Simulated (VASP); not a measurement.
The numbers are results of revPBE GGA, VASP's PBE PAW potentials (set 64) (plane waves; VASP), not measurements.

VASP input:

### KPOINTS
```
Automatic mesh
0
Gamma
10 10 10
0 0 0
```

INCAR:
```
ALGO  =  Normal
EDIFF  =  1E-7
ENCUT  =  520
GGA  =  RE
ISIF  =  2
ISMEAR  =  1
LASPH  =  .TRUE.
LCHARG  =  .FALSE.
LMAXMIX  =  4
LREAL  =  .FALSE.
LWAVE  =  .FALSE.
NELM  =  100
PREC  =  Accurate
SIGMA  =  0.1
SYSTEM  =  GaSb
```

**POSCAR**
```
GaSb
1
    0.0000000000     3.1009561031     3.1009561031
    3.1009561031     0.0000000000     3.1009561031
    3.1009561031     3.1009561031     0.0000000000
Ga Sb
1 1
Direct
  0.0000000000   0.0000000000   0.0000000000
  0.2500000000   0.2500000000   0.2500000000
```

POTCAR, in this order: Ga_d Sb (PBE.64 set). Program: vasp_std.

Output

### OSZICAR
```
       N       E                     dE             d eps       ncg     rms          rms(c)
DAV:   1     0.767164071501E+02    0.76716E+02   -0.88115E+03  1222   0.167E+03
DAV:   2    -0.119107418989E+01   -0.77907E+02   -0.75913E+02  1337   0.309E+02
DAV:   3    -0.671999019726E+01   -0.55289E+01   -0.54935E+01  1542   0.712E+01
DAV:   4    -0.681962975719E+01   -0.99640E-01   -0.99602E-01  1380   0.107E+01
DAV:   5    -0.682218858502E+01   -0.25588E-02   -0.25588E-02  1564   0.149E+00    0.309E+00
DAV:   6    -0.679761373004E+01    0.24575E-01   -0.65635E-02  1749   0.444E+00    0.188E+00
DAV:   7    -0.679570808897E+01    0.19056E-02   -0.37580E-02  1442   0.191E+00    0.336E-01
DAV:   8    -0.679790050629E+01   -0.21924E-02   -0.54363E-03  1356   0.962E-01    0.682E-02
DAV:   9    -0.679884041329E+01   -0.93991E-03   -0.14210E-03  1327   0.284E-01    0.370E-02
DAV:  10    -0.679893771021E+01   -0.97297E-04   -0.12115E-04  1475   0.741E-02    0.959E-03
DAV:  11    -0.679897693692E+01   -0.39227E-04   -0.84865E-05  1322   0.718E-02    0.373E-03
DAV:  12    -0.679897946330E+01   -0.25264E-05   -0.44741E-06  1442   0.165E-02    0.119E-03
DAV:  13    -0.679897960579E+01   -0.14249E-06   -0.22031E-07  1305   0.396E-03    0.221E-04
DAV:  14    -0.679897972242E+01   -0.11663E-06   -0.77896E-08  1037   0.218E-03    0.184E-04
DAV:  15    -0.679897969430E+01    0.28121E-07   -0.66787E-09   676   0.948E-04
   1 F= -.67989797E+01 E0= -.67990384E+01  d E =0.175973E-03
```

**OUTCAR**
```
------------------------ aborting loop because EDIFF is reached ----------------------------------------
  FORCE on cell =-STRESS in cart. coord.  units (eV):
  Direction    XX          YY          ZZ          XY          YZ          ZX
  --------------------------------------------------------------------------------------
  Total        0.5190212      0.5190212      0.5190212     -0.0000000      0.0000000     -0.0000000
  in kB       13.9437247     13.9437247     13.9437247     -0.0000000      0.0000000     -0.0000000
  external PRESSURE =      13.9437247 kB  Pullay stress =       0.0000000 kB
  volume of cell :       59.64
      direct lattice vectors                 reciprocal lattice vectors
     0.000000000  3.100956103  3.100956103    -0.161240593  0.161240593  0.161240593
     3.100956103  0.000000000  3.100956103     0.161240593 -0.161240593  0.161240593
     3.100956103  3.100956103  0.000000000     0.161240593  0.161240593 -0.161240593
  FREE ENERGIE OF THE ION-ELECTRON SYSTEM (eV)
  ---------------------------------------------------
  free  energy   TOTEN  =        -6.7989796943 eV

  energy  without entropy=       -6.7991556669  energy(sigma->0) =       -6.79903835
```
(Selected blocks of OUTCAR.)

The compound is GaSb in the zinc blende structure. This cell is one point of a volume scan, at 0.97 of the reference volume.
